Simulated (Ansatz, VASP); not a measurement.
**One calculation of BiB, two programs**

POSCAR

```
BiB
1.0
    0.0000000000      2.6268329306      2.6268329306
    2.6268329306      0.0000000000      2.6268329306
    2.6268329306      2.6268329306      0.0000000000
B Bi
1 1
Direct
    0.0000000000      0.0000000000      0.0000000000
    0.5000000000      0.5000000000      0.5000000000
```

The input INCAR.step1:

```
ALGO     = Normal         # electronic algorithm
EDIFF    = 1E-5           # SCF threshold, eV
ENCUT    = 520            # plane-wave cutoff, eV
GGA      = PE             # functional
ISIF     = 2              # what is computed and relaxed
ISMEAR   = -1             # smearing method
LASPH    = T              # aspherical terms in the spheres
LCHARG   = F              # write CHGCAR
LREAL    = F              # projectors in reciprocal space
LWAVE    = T              # write WAVECAR
NBANDS   = 16             # bands
NELM     = 100            # most SCF steps
PREC     = Accurate       # precision mode
SIGMA    = 0.02           # smearing width, eV
```

The input INCAR.step2:

```
ALGO     = Normal         # electronic algorithm
EDIFF    = 1E-6           # SCF threshold, eV
ENCUT    = 520            # plane-wave cutoff, eV
GGA      = PE             # functional
HFSCREEN = 0.2079         # screening, 1/A
ISIF     = 2              # what is computed and relaxed
ISMEAR   = -1             # smearing method
ISTART   = 1            
LASPH    = T              # aspherical terms in the spheres
LCHARG   = F              # write CHGCAR
LHFCALC  = T              # exact exchange
LREAL    = F              # projectors in reciprocal space
LWAVE    = F              # write WAVECAR
NBANDS   = 16             # bands
NELM     = 100            # most SCF steps
PREC     = Accurate       # precision mode
PRECFOCK = Normal       
SIGMA    = 0.02           # smearing width, eV
```

File KPOINTS:

```
k-points
0
Gamma
  6 6 6
```

Input for Ansatz:

```yaml
crystal:
  lattice:
    - [0.0, 2.6268329306, 2.6268329306]
    - [2.6268329306, 0.0, 2.6268329306]
    - [2.6268329306, 2.6268329306, 0.0]
  atoms:
    - { symbol: B, position: [0.0, 0.0, 0.0] }
    - { symbol: Bi, position: [0.5, 0.5, 0.5] }
kpoints:
  mp_grid: { grid: [6, 6, 6] }
hamiltonian:
  xc: hse06
scf:
  occupations: { method: fermi_dirac, width: 0.02 }
  n_extra_bands: 4
output:
  forces: true
  stress: true
  eigenvalues: true
```

Alike in both runs: task single point; functional HSE06; k mesh 6 × 6 × 6; occupations fermi-dirac, width 0.02 eV; no spin polarisation.

|  | VASP | Ansatz |
| --- | --- | --- |
| version | VASP 6.6.1 | Ansatz 0.2.0 |
| potentials or method | VASP PAW PBE potentials, release 64 (B, Bi_d) | plane waves, PAW |
| plane-wave cutoff (eV) | 520 | 420 |
| valence electrons in the cell | 18 | 18 |

|  | VASP | Ansatz | Ansatz less VASP |
| --- | --- | --- | --- |
| pressure (GPa) | -1.3 | -1.3 | -0.04 |

Ansatz warned: «filled_band_counts_differ_across_k_points».

Caveats: the PAW data sets were made with another functional, which shifts forces and pressure a little (VASP); spin-orbit coupling is left out, which moves the levels of the heavy elements.
